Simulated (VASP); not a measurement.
Input:

```xyz
4
Lattice="1.9634 -3.4008 0.0000 1.9634 3.4008 0.0000 0.0000 0.0000 5.1194" Properties=species:S:1:pos:R:3 pbc="T T T"
Ni     0.0000     0.0000     2.5597
Ni     0.0000     0.0000     0.0000
Sb     1.9634     1.1336     1.2799
Sb     1.9634    -1.1336     3.8396
```

The numbers are results of r2SCAN meta-GGA, VASP's PBE PAW potentials (set 64) (plane waves; VASP), not measurements. Settings: 480 eV cut-off, 8×8×6 Γ-centred mesh, first-order Methfessel-Paxton smearing of 0.10 eV, potentials Ni Sb.

Energy and stress use the plane-wave basis of the starting cell.

### Question
The ions, cell shape and volume at an external pressure of 15.0 GPa are relaxed. Predict the relaxed structure.

### Answer

```xyz
4
Lattice="1.9064 -3.3020 0.0000 1.9064 3.3020 0.0000 0.0000 0.0000 4.9442" Properties=species:S:1:pos:R:3 pbc="T T T"
Ni     0.0000     0.0000     2.4721
Ni     0.0000     0.0000     0.0000
Sb     1.9064     1.1007     1.2360
Sb     1.9064    -1.1007     3.7081
```
Space group P6_3/mmc (194), at a tolerance of 0.03 Å.

### Question
How do energy and volume change from the first to the last step?

### Answer
The energy (σ→0) changes by +65.8 meV/atom and the volume by -9.0 %, in 9 ionic steps.

The compound is NiSb in the NiAs type structure. This run relaxes it under an external pressure of 15 GPa. Symmetry was kept, so distortions that lower it aren't found. The run is not spin-polarised, so no magnetic state was tried.
